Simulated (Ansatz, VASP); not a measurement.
## Sc: VASP beside Ansatz

One calculation is typed for both programs; each brings its own data sets. How far apart do they land? The cell is taken from a series of runs on this material, whose earlier steps may have relaxed, scaled, displaced or heated it; both programs get it as it stands.

Program: Ansatz 0.2.0. Level of theory: plane waves, with VASP 6.6.1 beside it; zone-centre phonons at PBEsol. Results are calculated unless marked as measured.

## (1) Set-up

The structure is hexagonal, space group P6_3/mmc (No. 194). The conventional cell has a = 3.340 Å, b = 3.340 Å, c = 5.187 Å, α = 90.00°, β = 90.00°, γ = 120.00°. Sc has 12 Sc at 3.23 to 3.34 Å nearest.

## (2) VASP: zone-centre phonons, PBEsol

Second derivatives magnify differences that forces hide, and they need a tight electronic threshold.

Lines of VASP's logs that name or quote its potential files are left out, and so is its time.

File INCAR:

```
SYSTEM = Sc
PREC = Accurate
ENCUT = 500
EDIFF = 1E-08
NELM = 120
ISMEAR = 1
SIGMA = 0.2
LREAL = .FALSE.
ALGO = Normal
GGA = PS
NBANDS = 17
LASPH = .TRUE.
LORBIT = 11
LWAVE = .FALSE.
LCHARG = .FALSE.
ISIF = 2
IBRION = 8
GGA_COMPAT = .FALSE.
KPAR = 2
```

File POSCAR:

```
Sc
1.0
    3.3396892763      0.0000000000      0.0000000000
   -1.6698446382      2.8922557540      0.0000000000
    0.0000000000      0.0000000000      5.1870518719
Sc
2
Direct
    0.3333333333      0.6666666667      0.2500000000
    0.6666666667      0.3333333333      0.7500000000
```

File KPOINTS:

```
Automatic mesh
0
Gamma
15 15 8
0 0 0
```

The projector-augmented-wave data sets are Sc_sv (PBE family, release 64).

Run with:

```
$ mpirun -np 2 vasp_std
```

Numbers of over 12 decimals in the logs are rounded to 6 here.

Output:

```text
[banner, memory and clock lines left out]
running    2 mpi-ranks, on    1 nodes
 distrk:  each k-point on    1 cores,    2 groups
 distr:  one band on    1 cores,    1 groups

 POSCAR found type information on POSCAR Sc
 POSCAR found :  1 types and       2 ions
|                                                                             |
|               ----> ADVICE to this user running VASP <----                  |
|                                                                             |
|     You enforced a specific xc type in the INCAR file but a different       |
|     [... a line on the potential file left out ...]
|     I HOPE YOU KNOW WHAT YOU ARE DOING!                                     |
|                                                                             |

 LDA part: xc-table for (Slater+PW92), standard interpolation
 POSCAR, INCAR and KPOINTS ok, starting setup
 FFT: planning ... GRIDC
 FFT: planning ... GRID_SOFT
 FFT: planning ... GRID
 WAVECAR not read
 entering main loop
       N       E                     dE             d eps       ncg     rms          rms(c)
DAV:   1     0.361796388288E+03    0.36180E+03   -0.10836E+04  4598   0.133E+03
DAV:   2     0.636915231270E+01   -0.35543E+03   -0.34875E+03  5910   0.571E+02
DAV:   3    -0.144316647897E+02   -0.20801E+02   -0.20133E+02  7654   0.163E+02
DAV:   4    -0.147757591113E+02   -0.34409E+00   -0.34214E+00  6697   0.203E+01
DAV:   5    -0.147811575174E+02   -0.53984E-02   -0.53941E-02  7868   0.248E+00    0.782E+00
DAV:   6    -0.133748963659E+02    0.14063E+01   -0.32416E+00  5975   0.206E+01    0.228E+00
DAV:   7    -0.131983941393E+02    0.17650E+00   -0.79301E-01  6089   0.921E+00    0.879E-01
DAV:   8    -0.131868238469E+02    0.11570E-01   -0.36135E-02  6286   0.254E+00    0.276E-01
DAV:   9    -0.131848324215E+02    0.19914E-02   -0.10673E-02  6322   0.110E+00    0.193E-02
DAV:  10    -0.131848539249E+02   -0.21503E-04   -0.12183E-04  7517   0.156E-01    0.841E-03
DAV:  11    -0.131848517710E+02    0.21539E-05   -0.33989E-06  7024   0.202E-02    0.225E-03
DAV:  12    -0.131848530470E+02   -0.12760E-05   -0.56827E-07  8057   0.746E-03    0.911E-04
DAV:  13    -0.131848528639E+02    0.18313E-06   -0.21439E-08  4766   0.151E-03    0.936E-05
DAV:  14    -0.131848528462E+02    0.17728E-07   -0.23304E-09  4234   0.111E-03    0.510E-05
DAV:  15    -0.131848528581E+02   -0.11926E-07   -0.99738E-10  3594   0.538E-04    0.225E-05
DAV:  16    -0.131848528643E+02   -0.62155E-08   -0.50960E-10  3489   0.519E-04
   1 F= -.13184853E+02 E0= -.13183024E+02  d E =-.548562E-02
 Linear response reoptimize wavefunctions to high precision
DAV:   1    -0.131848528623E+02    0.20182E-08   -0.25249E-10  3637   0.295E-04
DAV:   2    -0.131848528623E+02   -0.90949E-11   -0.14892E-10  3346   0.269E-04
 Linear response DOF=           2
 Linear response progress:
  Degree of freedom:   1/  2
       N       E                     dE             d eps       ncg     rms          rms(c)
RMM:   1    -0.746950265063E+00   -0.74695E+00   -0.65892E+01 19340   0.216E+02
RMM:   2    -0.743551277097E+00    0.33990E-02   -0.13443E-01 27730   0.438E+00    0.118E-01
RMM:   3    -0.742917105303E+00    0.63417E-03   -0.14296E-02 33280   0.107E+00    0.392E-02
RMM:   4    -0.742061868654E+00    0.85524E-03   -0.15241E-03 37752   0.282E-01    0.197E-02
RMM:   5    -0.741808473694E+00    0.25339E-03   -0.15998E-04 40357   0.928E-02    0.903E-03
RMM:   6    -0.741827068114E+00   -0.18594E-04   -0.17031E-05 36332   0.333E-02    0.581E-03
RMM:   7    -0.741914030543E+00   -0.86962E-04   -0.75216E-06 37821   0.254E-02    0.202E-03
RMM:   8    -0.742003825398E+00   -0.89795E-04   -0.30111E-06 40826   0.117E-02    0.406E-04
RMM:   9    -0.741993439780E+00    0.10386E-04   -0.19567E-06 39288   0.650E-03    0.108E-04
RMM:  10    -0.741993903052E+00   -0.46327E-06   -0.20062E-06 40032   0.517E-03    0.731E-05
RMM:  11    -0.741996410358E+00   -0.25073E-05   -0.18046E-06 38913   0.482E-03    0.190E-05
RMM:  12    -0.741996874045E+00   -0.46369E-06   -0.15362E-06 40064   0.465E-03    0.960E-06
RMM:  13    -0.741996901856E+00   -0.27811E-07   -0.11477E-06 39994   0.458E-03    0.488E-06
RMM:  14    -0.741996950643E+00   -0.48787E-07   -0.92943E-07 41257   0.453E-03    0.203E-06
[...]
RMM:  30    -0.741997032856E+00    0.21401E-08   -0.25786E-07 48959   0.448E-03    0.958E-07
RMM:  31    -0.741997034194E+00   -0.13378E-08   -0.25446E-07 49239   0.448E-03    0.671E-07
RMM:  32    -0.741997033578E+00    0.61607E-09   -0.25659E-07 49250   0.448E-03    0.700E-07
RMM:  33    -0.741997033700E+00   -0.12149E-09   -0.25627E-07 49576   0.448E-03    0.686E-07
RMM:  34    -0.741997034592E+00   -0.89197E-09   -0.25529E-07 49813   0.448E-03    0.435E-07
RMM:  35    -0.741997034521E+00    0.71131E-10   -0.25386E-07 50078   0.448E-03    0.463E-07
RMM:  36    -0.741997034562E+00   -0.41310E-10   -0.25713E-07 50101   0.448E-03    0.451E-07
RMM:  37    -0.741997034554E+00    0.76332E-11   -0.25506E-07 50405   0.448E-03    0.506E-07
 first order change of Fermi-energy   0.12225E-04
 force on displaced ion       1 direction 1 :  -1.445  -0.001   0.000
 Linear response progress:
  Degree of freedom:   2/  2
       N       E                     dE             d eps       ncg     rms          rms(c)
RMM:   1    -0.809166939269E+00   -0.80917E+00   -0.66364E+01  6611   0.218E+02
RMM:   2    -0.807018538120E+00    0.21484E-02   -0.14247E-01  9506   0.446E+00    0.134E-01
RMM:   3    -0.807248908743E+00   -0.23037E-03   -0.12007E-02 11141   0.102E+00    0.481E-02
RMM:   4    -0.806220740368E+00    0.10282E-02   -0.14872E-03 12132   0.293E-01    0.158E-02
RMM:   5    -0.806068195458E+00    0.15254E-03   -0.18134E-04 14211   0.855E-02    0.116E-02
RMM:   6    -0.806046977751E+00    0.21218E-04   -0.39244E-05 12283   0.340E-02    0.778E-03
RMM:   7    -0.806022718541E+00    0.24259E-04   -0.16581E-05 13648   0.261E-02    0.187E-03
RMM:   8    -0.806038056149E+00   -0.15338E-04   -0.99244E-06 13177   0.129E-02    0.901E-04
RMM:   9    -0.806049689306E+00   -0.11633E-04   -0.54710E-06 13341   0.820E-03    0.269E-04
RMM:  10    -0.806053215696E+00   -0.35264E-05   -0.25664E-06 13740   0.528E-03    0.207E-04
RMM:  11    -0.806064165346E+00   -0.10950E-04   -0.18627E-06 12518   0.506E-03    0.114E-04
RMM:  12    -0.806062145049E+00    0.20203E-05   -0.91038E-07 13579   0.464E-03    0.404E-05
RMM:  13    -0.806061381787E+00    0.76326E-06   -0.84607E-07 13356   0.465E-03    0.965E-06
RMM:  14    -0.806061741460E+00   -0.35967E-06   -0.77017E-07 14345   0.462E-03    0.755E-06
RMM:  15    -0.806061768584E+00   -0.27125E-07   -0.63942E-07 13970   0.464E-03    0.252E-06
RMM:  16    -0.806061744552E+00    0.24032E-07   -0.60965E-07 14826   0.461E-03    0.104E-06
RMM:  17    -0.806061723633E+00    0.20920E-07   -0.58937E-07 14496   0.464E-03    0.993E-07
RMM:  18    -0.806061742927E+00   -0.19294E-07   -0.59867E-07 15169   0.462E-03    0.728E-07
RMM:  19    -0.806061732643E+00    0.10284E-07   -0.56991E-07 14899   0.464E-03    0.729E-07
RMM:  20    -0.806061734789E+00   -0.21461E-08   -0.57889E-07 15380   0.462E-03    0.921E-07
RMM:  21    -0.806061735952E+00   -0.11628E-08   -0.53974E-07 15248   0.464E-03    0.129E-06
RMM:  22    -0.806061736030E+00   -0.78343E-10   -0.55356E-07 15707   0.463E-03    0.124E-06
RMM:  23    -0.806061730415E+00    0.56146E-08   -0.49197E-07 15457   0.464E-03    0.136E-06
RMM:  24    -0.806061731554E+00   -0.11383E-08   -0.49099E-07 15917   0.463E-03    0.136E-06
 first order change of Fermi-energy   0.95131E-04
 force on displaced ion       1 direction 3 :  -0.000  -0.000  -3.815
 Linear response finished
```

From OUTCAR (step 2):

```text
ion  position               nearest neighbor table
   1  0.333  0.667  0.250-   2 3.23   2 3.23   2 3.23   2 3.23   2 3.23   2 3.23
   2  0.667  0.333  0.750-   1 3.23   1 3.23   1 3.23   1 3.23   1 3.23   1 3.23

  LATTYP: Found a hexagonal cell.
 ALAT       =     3.3396892763
 C/A-ratio  =     1.5531540340

 Subroutine GETGRP returns: Found 24 space group operations
 (whereof 12 operations were pure point group operations)

The static configuration has the point symmetry D_3d.
 The point group associated with its full space group is D_6h.

 Found    135 irreducible k-points:

   k-points           NKPTS =    135   k-points in BZ     NKDIM =    135   number of bands    NBANDS=     17

   dimension x,y,z NGX =    24 NGY =   24 NGZ =   40
   dimension x,y,z NGXF=    48 NGYF=   48 NGZF=   80

   ENCUT  =  500.0 eV  36.75 Ry    6.06 a.u.   6.09  6.09  9.46*2*pi/ulx,y,z

   NELECT =      22.0000    total number of electrons

 k-points in reciprocal lattice and weights: Automatic mesh
   0.00000000  0.00000000  0.00000000       0.001
   0.06666667  0.00000000  0.00000000       0.003
   0.13333333  0.00000000  0.00000000       0.003
   0.20000000  0.00000000  0.00000000       0.003
   0.26666667  0.00000000  0.00000000       0.003
   0.33333333  0.00000000  0.00000000       0.003
   0.40000000 -0.00000000  0.00000000       0.003
   0.46666667  0.00000000  0.00000000       0.003
   0.06666667  0.06666667  0.00000000       0.003
[...]
0.33333333  0.26666667  0.50000000       0.007
   0.33333333  0.33333333  0.50000000       0.001

 average (electrostatic) potential at core
       1 -47.2438       2 -47.2438

  Total       -0.9504294     -0.9504294     -0.9461585      0.0000000      0.0000000     -0.0000000
  in kB      -30.3925458    -30.3925458    -30.2559732      0.0000000      0.0000000     -0.0000000
  external PRESSURE =     -30.3470216 kB  Pullay stress =       0.0000000 kB

  energy-cutoff  :      500.00
  volume of cell :       50.10
      direct lattice vectors                 reciprocal lattice vectors
     3.339689276  0.000000000  0.000000000     0.299429054  0.172875445  0.000000000
    -1.669844638  2.892255754  0.000000000     0.000000000  0.345750890  0.000000000
     0.000000000  0.000000000  5.187051872     0.000000000  0.000000000  0.192787739

 POSITION                                       TOTAL-FORCE (eV/Angst)
 -----------------------------------------------------------------------------------
     -0.00000      1.92817      1.29676         0.000000     -0.000000      0.000000
      1.66984      0.96409      3.89029        -0.000000      0.000000      0.000000
 -----------------------------------------------------------------------------------
    total drift:                               -0.000000      0.000000     -0.000000

 Eigenvectors and eigenvalues of the dynamical matrix
 ----------------------------------------------------

   1 f  =    6.440451 THz    40.466546 2PiTHz  214.830313 cm-1    26.635552 meV
             X         Y         Z           dx          dy          dz
     -0.000000  1.928171  1.296763     0.000000    0.000000   -0.707107
      1.669845  0.964085  3.890289     0.000000   -0.000000    0.707107

   2 f  =    3.963534 THz    24.903616 2PiTHz  132.209250 cm-1    16.391851 meV
             X         Y         Z           dx          dy          dz
     -0.000000  1.928171  1.296763     0.593047   -0.385091   -0.000000
      1.669845  0.964085  3.890289    -0.593047    0.385091    0.000000

   3 f  =    3.963534 THz    24.903616 2PiTHz  132.209250 cm-1    16.391851 meV
             X         Y         Z           dx          dy          dz
     -0.000000  1.928171  1.296763     0.385091    0.593047    0.000000
      1.669845  0.964085  3.890289    -0.385091   -0.593047   -0.000000

   4 f  =    0.000000 THz     0.000001 2PiTHz    0.000003 cm-1     0.000000 meV
             X         Y         Z           dx          dy          dz
     -0.000000  1.928171  1.296763     0.029887   -0.182639   -0.682459
      1.669845  0.964085  3.890289     0.029887   -0.182639   -0.682459

   5 f  =    0.000000 THz     0.000000 2PiTHz    0.000001 cm-1     0.000000 meV
             X         Y         Z           dx          dy          dz
     -0.000000  1.928171  1.296763     0.679475   -0.179604    0.077822
      1.669845  0.964085  3.890289     0.679475   -0.179604    0.077822

   6 f/i=    0.000000 THz     0.000000 2PiTHz    0.000003 cm-1     0.000000 meV
             X         Y         Z           dx          dy          dz
     -0.000000  1.928171  1.296763     0.193444    0.659079   -0.167910
      1.669845  0.964085  3.890289     0.193444    0.659079   -0.167910

 ELASTIC MODULI CONTR FROM IONIC RELAXATION (kBar)
 Direction    XX          YY          ZZ          XY          YZ          ZX
 --------------------------------------------------------------------------------
 XX         -57.6817     57.6817     -0.0000      0.0000     -0.0000      0.0000
 YY          57.6817    -57.6817      0.0000      0.0000      0.0000     -0.0000
 ZZ          -0.0000      0.0000     -0.0000     -0.0000     -0.0000      0.0000
 XY           0.0000      0.0000     -0.0000    -57.6817     -0.0000      0.0000
 YZ          -0.0000      0.0000     -0.0000     -0.0000     -0.0000      0.0000
 ZX           0.0000     -0.0000      0.0000      0.0000      0.0000     -0.0000
 --------------------------------------------------------------------------------
```

(Part 1 of 2 ends here.)

[Lines on the potential files, build, host, timing and source positions are cut from VASP's logs without a mark.]

[Logs are printed without paths, hosts, clocks, repeated set-up lines and the standing remarks that a program may print on its own settings, such as how far it seeks lower states.]

[Hosts, paths, dates, database ids (printed as entryN), source tags and the programs' standing remarks are cut or masked in the printed files.]
